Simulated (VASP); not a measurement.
A convergence study with VASP on CoGa (CsCl type): one setting is varied, all else stays as given below, so the limit is that of these other settings. Each run relaxes cell and ions; the cell shown is the tightest run's result. The basis is that of the starting cell, so low cut-offs carry a Pulay error.

```xyz
2
Lattice="2.8821 0.0000 0.0000 0.0000 2.8821 0.0000 0.0000 0.0000 2.8821" Properties=species:S:1:pos:R:3 pbc="T T T"
Ga     1.4410     1.4410     1.4410
Co     0.0000     0.0000     0.0000
```

Computed with PBE GGA, VASP's PBE PAW potentials (set 64) (plane waves; VASP 6.6.1). The tightest run used: 700 eV cut-off, 10×10×10 Γ-centred mesh, first-order Methfessel-Paxton smearing of 0.10 eV, potentials Ga_d Co.

The reference is ENCUT = 700, which took about 2 core-minutes. The timings are rough (shared machines, no repeats); factors under 2 mean little.

**Question.** Of the settings ENCUT = 200; ENCUT = 250; ENCUT = 300; ENCUT = 350; ENCUT = 400; ENCUT = 450; ENCUT = 500; ENCUT = 550; ENCUT = 600; ENCUT = 650; ENCUT = 700, which is the lowest that keeps the difference from the reference in relaxed volume (Å³/atom) within 0.05 from there on, and what does it cost?

**Answer.** ENCUT = 300; its cost over the reference is about 1/4.
```csv
setting,difference in relaxed volume (Å³/atom),cost over the reference
ENCUT = 200,1.866,about 1/2
ENCUT = 250,0.475,about 1/3
ENCUT = 300,0.009,about 1/4
ENCUT = 350,0.033,about 1/4
ENCUT = 400,0.041,about 1/3
ENCUT = 450,0.014,about 1/3
ENCUT = 500,0.002,within a factor of 2
ENCUT = 550,0.001,within a factor of 2
ENCUT = 600,0.003,within a factor of 2
ENCUT = 650,0.003,within a factor of 2
ENCUT = 700,0.000,reference
```

Left out are rungs that failed or repeat a setting and relaxations that didn't move; long series are thinned to 24 rows.

The compound is CoGa in the CsCl type structure. The run is not spin-polarised, so no magnetic state was tried.
